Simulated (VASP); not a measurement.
These are LDA (Ceperley-Alder, Perdew-Zunger), VASP's LDA PAW potentials (set 64) (plane waves; VASP 6.6.1) values and carry that method's errors.

VASP ran on this input.

File POSCAR:
```
CuAu
1
    2.7591838432     0.0000000000     0.0000000000
    0.0000000000     2.7591838432    -0.0000000000
    0.0000000000     0.0000000000     3.6337430728
Cu Au
1 1
Direct
  0.0000000000   0.0000000000   0.0000000000
  0.5000000000   0.5000000000   0.5000000000
```

### INCAR
```
# general
SYSTEM   =  CuAu
PREC     =  Accurate
ENCUT    =  500
LREAL    =  .FALSE.
LASPH    =  .TRUE.   # aspherical one-centre terms

# electronic loop
EDIFF    =  1E-6   # SCF stop (eV)
NELM     =  100   # most electronic steps
ALGO     =  Normal   # blocked Davidson
LMAXMIX  =  6

# smearing
ISMEAR   =  1   # Methfessel-Paxton
SIGMA    =  0.1   # width (eV)

# ions
IBRION   =  2
NSW      =  40   # most ionic steps
ISIF     =  3
EDIFFG   =  -0.02   # ionic stop
PSTRESS  =  50

# output
LWAVE    =  .FALSE.
LCHARG   =  .FALSE.
```

**KPOINTS**
```
K-points
0
gamma
13 13 10
```

POTCAR, in this order: Cu Au (LDA.64 set). Program: vasp_std.

What will the output report for the number of irreducible k-points (NKPTS), largest plane-wave count, number of space-group operations, FFT grid (NGX, NGY, NGZ)?

```
Property                                       Value
--------------------------------------  ------------
number of irreducible k-points (NKPTS)           168
largest plane-wave count                         714
number of space-group operations                  16
FFT grid (NGX, NGY, NGZ)                20 × 20 × 28
```

The compound is CuAu in the L1_0 structure. This run relaxes it under an external pressure of 5 GPa. Symmetry was kept, so distortions that lower it aren't found.
